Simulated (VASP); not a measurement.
# TiMoSe4 (P-6m2) in VASP: further runs, part 2 of 2

VASP 6.6.1. Earlier steps stand in the parts before.

## 3. Relaxation of cell and atoms, PBE

This run uses another cell than the first one, of 23.09 Å³/atom, 1.031 times its volume.

The input, INCAR:

```
PREC = Normal
ENCUT = 520
EDIFF = 1E-4
ISMEAR = 0
SIGMA = 0.15
LREAL = F
LASPH = T
NELM = 60
ALGO = Fast
ISIF = 3
LWAVE = F
LCHARG = F
GGA = PE
IBRION = 2
NSW = 24
EDIFFG = -0.08
```

The input, KPOINTS:

```
regular mesh
0
Gamma
  5 5 1
```

The input, POSCAR:

```
TiMoSe4
1.0
    3.4200000000      0.0000000000      0.0000000000
   -1.7100000000      2.9618068800      0.0000000000
    0.0000000000      0.0000000000     13.6800000000
Ti Mo Se
1 1 4
Direct
    0.0000000000      0.0000000000      0.0000000000
    0.3333333300      0.6666666700      0.5000000000
    0.3333333300      0.6666666700      0.1130000000
    0.6666666700      0.3333333300      0.8870000000
    0.0000000000      0.0000000000      0.3780000000
    0.0000000000      0.0000000000      0.6220000000
```

Potentials or basis: VASP PAW PBE potentials, release 64 (Ti_sv, Mo_sv, Se).

Run with:

```sh
> cat potpaw_PBE.64/Ti_sv/POTCAR potpaw_PBE.64/Mo_sv/POTCAR potpaw_PBE.64/Se/POTCAR > POTCAR
> mpirun -np 1 vasp_std > vasp.out
```

Wall time 42 s (1 thread of Intel Xeon 6975P-C (Granite Rapids), shared host); peak memory 0.19 GiB.

It converged, with:

| Item | Value |
| --- | --- |
| Free energy | -38.0320 eV |
| Relaxed volume | 23.22 Å³/atom |
| Relaxed cell | a = 3.419 Å, b = 3.419 Å, c = 13.761 Å, α = 90.00°, β = 90.00°, γ = 120.00° |
| Space group after relaxing (to 0.05 Å) | P3m1 (No. 156) |
| Energy gained by relaxing | 8.6 meV/atom |
| Ionic steps | 6 |
| Pressure after relaxing | 0.1 GPa |
| Largest force after relaxing | 0.056 eV/Å |
| Band gap on the k mesh | none (metal or under the smearing width) |

Forces in eV/Å, atoms in the order of the input:
```
Ti   0.000  0.000 -0.007
Mo   0.000  0.000 -0.005
Se   0.000  0.000 -0.046
Se   0.000  0.000  0.056
Se   0.000  0.000  0.014
Se   0.000  0.000 -0.011
```

Stress tensor (GPa, compression positive):
```
-0.05  0.00  0.00
 0.00 -0.05  0.00
 0.00  0.00  0.35
```

The path:
```
step  energy change (eV)  largest force (eV/Å)  pressure (GPa)  volume (Å³)
   1              0.0000                0.6420            0.42       138.57
   2             -0.0435                0.2982           -0.30       139.80
   3             -0.0474                0.2000           -0.85       140.44
   4             -0.0476                0.2151           -0.96       140.33
   5             -0.0409                0.3519            1.36       137.72
   6             -0.0517                0.0557            0.08       139.35
```

Final structure:
```xyz
6
Lattice="3.4194 0.0000 0.0000 -1.7097 2.9613 0.0000 0.0000 0.0000 13.7614" Properties=species:S:1:pos:R:3 pbc="T T T"
Ti    0.0000    0.0000    0.0008
Mo    0.0000    1.9742    6.8808
Se    0.0000    1.9742    1.6023
Se    1.7097    0.9871   12.1589
Se    0.0000    0.0000    5.2434
Se    1.7097    2.9613    8.5173
```

Levels at points of the mesh, in eV from the Fermi level:
```csv
k point,band 22,band 23,band 24,band 25,band 26,band 27,band 28,band 29
"(0.00, 0.00, 0.00)",-0.80,-0.18,0.75,0.75,0.92,0.94,0.94,2.41
```

Caveat: the k mesh is coarse (spacing up to 0.46 Å⁻¹), so the values aren't converged; this functional lacks dispersion, which binds the layers, so the pressure and a relaxed spacing across them are unreliable; the relaxation stopped at a loose force limit of 0.08 eV/Å, so its end isn't a converged minimum.

## 4. Relaxation of cell and atoms, PBE

This run uses another cell than the first one, of 23.09 Å³/atom, 1.031 times its volume.

INCAR is that of step 3.

KPOINTS is that of step 3.

The input, POSCAR:

```
TiMoSe4
1.0
    3.4200000000      0.0000000000      0.0000000000
   -1.7100000000      2.9618068800      0.0000000000
    0.0000000000      0.0000000000     13.6800000000
Ti Mo Se
1 1 4
Direct
    0.0000000000      0.0000000000      0.0000000000
    0.3333333300      0.6666666700      0.5000000000
    0.3333333300      0.6666666700      0.1200000000
    0.3333333300      0.6666666700      0.8800000000
    0.0000000000      0.0000000000      0.6220000000
    0.0000000000      0.0000000000      0.3780000000
```

Run with:

```sh
> cat potpaw_PBE.64/Ti_sv/POTCAR potpaw_PBE.64/Mo_sv/POTCAR potpaw_PBE.64/Se/POTCAR > POTCAR
> mpirun -np 1 vasp_std > vasp.out
```

It took 73 s on 1 thread of Intel Xeon 6975P-C (Granite Rapids), shared host; peak memory 0.19 GiB.

The run converged. Its results:

```yaml
Free_energy: -37.7142 eV
Relaxed_volume: 23.27 Å³/atom
Relaxed_cell: a = 3.400 Å, b = 3.400 Å, c = 13.945 Å, α = 90.00°, β = 90.00°, γ = 120.00°
Space_group_after_relaxing_to_0.05_Å: P-6m2 (No. 187)
Energy_gained_by_relaxing: 4.3 meV/atom
Ionic_steps: 11
Pressure_after_relaxing: 0.5 GPa
Largest_force_after_relaxing: 0.078 eV/Å
Band_gap_on_the_k_mesh: 0.24 eV, indirect (least direct gap 0.69 eV)
```

Forces in eV/Å, atoms in the order of the input:
```
Ti   0.000  0.000  0.000
Mo   0.000  0.000  0.000
Se   0.000  0.000  0.030
Se   0.000  0.000 -0.030
Se   0.000  0.000 -0.078
Se   0.000  0.000  0.078
```

Stress tensor (GPa, compression positive):
```
0.52 0.00 0.00
0.00 0.52 0.00
0.00 0.00 0.32
```

Step by step:
| step | energy change (eV) | largest force (eV/Å) | pressure (GPa) | volume (Å³) |
| --- | --- | --- | --- | --- |
| 1 | 0.0000 | 0.5071 | -1.85 | 138.57 |
| 2 | 0.0330 | 0.4590 | 3.37 | 133.29 |
| 3 | -0.0121 | 0.2053 | 0.27 | 136.75 |
| 4 | -0.0158 | 0.0868 | 0.32 | 137.13 |
| 5 | -0.0170 | 0.0677 | 0.33 | 137.53 |
| 6 | -0.0179 | 0.1773 | -0.29 | 138.77 |
| 7 | -0.0181 | 0.1268 | -0.18 | 138.23 |
| 8 | -0.0204 | 0.0885 | 0.04 | 138.36 |
| 9 | -0.0235 | 0.0387 | 0.61 | 138.72 |
| 10 | -0.0244 | 0.0349 | 0.57 | 138.94 |
| 11 | -0.0261 | 0.0780 | 0.46 | 139.61 |

Final structure:
```
Ti Mo Se
1.0
     3.39995    0.00000    0.00000
    -1.69998    2.94444    0.00000
     0.00000    0.00000   13.94533
Ti Mo Se
1 1 4
Direct
  0.00000 0.00000 0.00000
  0.33333 0.66667 0.50000
  0.33333 0.66667 0.11743
  0.33333 0.66667 0.88257
  0.00000 0.00000 0.61812
  0.00000 0.00000 0.38188
```

Levels at points of the mesh, in eV from the valence-band top:
```csv
k point,band 22,band 23,band 24,band 25,band 26,band 27,band 28,band 29
"(0.00, 0.00, 0.00)",-0.50,-0.12,-0.12,0.00,1.20,2.69,2.69,2.95
```

Caveat: the k mesh is coarse (spacing up to 0.46 Å⁻¹), so the values aren't converged; an odd mesh through Γ misses points on the zone boundary, where band edges often lie; this functional lacks dispersion, which binds the layers, so the pressure and a relaxed spacing across them are unreliable; the relaxation stopped at a loose force limit of 0.08 eV/Å, so its end isn't a converged minimum.

## 5. Relaxation of cell and atoms, PBE

This run uses another cell than the first one, of 23.09 Å³/atom, 1.031 times its volume.

INCAR is that of step 4.

KPOINTS is that of step 4.

The input, POSCAR:

```
TiMoSe4
1.0
    3.4200000000      0.0000000000      0.0000000000
   -1.7100000000      2.9618068800      0.0000000000
    0.0000000000      0.0000000000     13.6800000000
Ti Mo Se
1 1 4
Direct
    0.0000000000      0.0000000000      0.0000000000
    0.0000000000      0.0000000000      0.5000000000
    0.6666666700      0.3333333300      0.8860000000
    0.3333333300      0.6666666700      0.1140000000
    0.6666666700      0.3333333300      0.3830000000
    0.3333333300      0.6666666700      0.6170000000
```

Run with:

```sh
> cat potpaw_PBE.64/Ti_sv/POTCAR potpaw_PBE.64/Mo_sv/POTCAR potpaw_PBE.64/Se/POTCAR > POTCAR
> mpirun -np 1 vasp_std > vasp.out
```

Wall time 48 s (1 thread of Intel Xeon 6975P-C (Granite Rapids), shared host); peak memory 0.19 GiB.

It converged, with:

- Free energy: -37.3457 eV
- Relaxed volume: 23.65 Å³/atom
- Relaxed cell: a = 3.435 Å, b = 3.435 Å, c = 13.887 Å, α = 90.00°, β = 90.00°, γ = 120.00°
- Space group after relaxing (to 0.05 Å): P-3m1 (No. 164)
- Energy gained by relaxing: 9.4 meV/atom
- Ionic steps: 7
- Pressure after relaxing: -0.1 GPa
- Largest force after relaxing: 0.054 eV/Å
- Band gap on the k mesh: none (metal or under the smearing width)

Forces on the atoms (eV/Å):
```
Ti   0.000  0.000  0.000
Mo   0.000  0.000  0.000
Se   0.000  0.000 -0.016
Se   0.000  0.000  0.016
Se   0.000  0.000 -0.054
Se   0.000  0.000  0.054
```

Stress tensor (GPa, compression positive):
```
-0.32  0.00  0.00
 0.00 -0.32  0.00
 0.00  0.00  0.30
```

The path:
| step | energy change (eV) | largest force (eV/Å) | pressure (GPa) | volume (Å³) |
| --- | --- | --- | --- | --- |
| 1 | 0.0000 | 0.6958 | 2.89 | 138.57 |
| 2 | 0.0245 | 0.6271 | -3.66 | 147.08 |
| 3 | -0.0539 | 0.0587 | -0.35 | 142.33 |
| 4 | -0.0540 | 0.0748 | -0.33 | 142.21 |
| 5 | -0.0538 | 0.1052 | -0.12 | 142.03 |
| 6 | -0.0541 | 0.0888 | 0.09 | 142.14 |
| 7 | -0.0563 | 0.0542 | -0.11 | 141.88 |

Final structure:
```cif
data_structure
_symmetry_space_group_name_H-M 'P 1'
_symmetry_Int_Tables_number 1
_cell_length_a 3.4346
_cell_length_b 3.4346
_cell_length_c 13.8874
_cell_angle_alpha 90.000
_cell_angle_beta 90.000
_cell_angle_gamma 120.000
_cell_volume 141.88
loop_
_atom_site_label
_atom_site_type_symbol
_atom_site_fract_x
_atom_site_fract_y
_atom_site_fract_z
_atom_site_occupancy
Ti1 Ti 0.00000 0.00000 0.00000 1
Mo1 Mo 0.00000 0.00000 0.50000 1
Se1 Se 0.66667 0.33333 0.88522 1
Se2 Se 0.33333 0.66667 0.11478 1
Se3 Se 0.66667 0.33333 0.38179 1
Se4 Se 0.33333 0.66667 0.61821 1
```

Levels at points of the mesh, in eV from the Fermi level:
```tsv
k point	band 22	band 23	band 24	band 25	band 26	band 27	band 28	band 29
(0.00, 0.00, 0.00)	-0.70	-0.49	0.15	0.15	0.70	0.70	0.84	0.84
```

Caveat: the k mesh is coarse (spacing up to 0.46 Å⁻¹), so the values aren't converged; this functional lacks dispersion, which binds the layers, so the pressure and a relaxed spacing across them are unreliable; the relaxation stopped at a loose force limit of 0.08 eV/Å, so its end isn't a converged minimum.
